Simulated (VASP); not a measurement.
Crystal: CsLiMoO4.

```
CELL_PARAMETERS angstrom
0.00000 4.19603 4.19603
4.19603 0.00000 4.19603
4.19603 4.19603 0.00000
ATOMIC_POSITIONS crystal
Cs 0.75000 0.75000 0.75000
Li 0.50000 0.50000 0.50000
Mo 0.25000 0.25000 0.25000
O 0.88637 0.37121 0.37121
O 0.37121 0.37121 0.88637
O 0.37121 0.88637 0.37121
O 0.37121 0.37121 0.37121
```

The cell comes from a database or a generator and needn't be the stable form of this composition.

| Quantity | Value |
| --- | --- |
| Program | VASP 6.6.1 |
| Task | relaxation of cell and atoms |
| Functional | LDA |
| Potentials or basis | VASP PAW LDA potentials, release 64 (Cs_sv, Li_sv, Mo_sv, O) |
| Cutoff | 600 eV |
| k mesh | 6 × 6 × 6 |
| Occupations | gaussian, width 0.03 eV |
| Spin | no spin polarisation |

At the start: pressure -1.7 GPa; volume 21.11 Å³/atom.

**Question.** Where does the relaxation end?

**Answer.** Over 8 steps the energy falls by 6.7 meV/atom and the volume is 20.03 Å³/atom (-5.1 %); space group F-43m (No. 216, to 0.05 Å).

Step by step:
| step | energy change (eV) | largest force (eV/Å) | pressure (GPa) | volume (Å³) |
| --- | --- | --- | --- | --- |
| 1 | 0.0000 | 0.1147 | -1.66 | 147.76 |
| 2 | -0.0263 | 0.6168 | 0.45 | 143.13 |
| 3 | -0.0263 | 0.6261 | 0.47 | 143.05 |
| 4 | -0.0416 | 0.3323 | 0.30 | 141.60 |
| 5 | -0.0469 | 0.0061 | 0.12 | 139.95 |
| 6 | -0.0470 | 0.0317 | 0.13 | 140.13 |
| 7 | -0.0470 | 0.0188 | 0.09 | 140.07 |
| 8 | -0.0471 | 0.0047 | 0.04 | 140.21 |

Final structure:
```yaml
crystal:
  lattice:
    - [0.00000, 4.12330, 4.12330]
    - [4.12330, 0.00000, 4.12330]
    - [4.12330, 4.12330, 0.00000]
  atoms:
    - { symbol: Cs, position: [0.75000, 0.75000, 0.75000] }
    - { symbol: Li, position: [0.50000, 0.50000, 0.50000] }
    - { symbol: Mo, position: [0.25000, 0.25000, 0.25000] }
    - { symbol: O, position: [0.88101, 0.37300, 0.37300] }
    - { symbol: O, position: [0.37300, 0.37300, 0.88101] }
    - { symbol: O, position: [0.37300, 0.88101, 0.37300] }
    - { symbol: O, position: [0.37300, 0.37300, 0.37300] }
```

Caveat: the cutoff is under 1.25 times the usual one of these potentials, so pressure, stress and relaxed cells hold a basis-set (Pulay) error.
